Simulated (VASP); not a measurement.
```xyz
2
Lattice="1.7203 -2.9797 0.0000 1.7203 2.9797 0.0000 0.0000 0.0000 5.5823" Properties=species:S:1:pos:R:3 pbc="T T T"
Tl     1.7203     0.9932     1.3956
Tl     1.7203    -0.9932     4.1867
```

Computed with revTPSS meta-GGA, VASP's PBE PAW potentials (set 64) (plane waves; VASP 6.6.1). Numerical set-up: 520 eV cut-off, 14×14×8 Γ-centred mesh, tetrahedra with Blöchl corrections, potentials Tl_d.

Q: Give the energies of bands 11 to 16 at the high-symmetry points, in eV from the Fermi level.

A: 
| band | Γ | M | K | A | L | H |
|---|---|---|---|---|---|---|
| 11 | -10.14 | -5.76 | -4.55 | -8.72 | -4.71 | -4.04 |
| 12 | -5.28 | -4.71 | -4.55 | -8.72 | -4.71 | -4.04 |
| 13 | -3.01 | -0.81 | -1.40 | 3.10 | -2.38 | -0.94 |
| 14 | 8.25 | 0.37 | 1.68 | 3.10 | -2.38 | -0.94 |
| 15 | 8.25 | 1.29 | 1.68 | 9.20 | 5.66 | 0.10 |
| 16 | 10.21 | 3.63 | 2.69 | 9.20 | 5.66 | 0.10 |

It has no gap at this level: it comes out as a metal or semimetal.

The compound is Tl in the hcp structure. It was relaxed first.
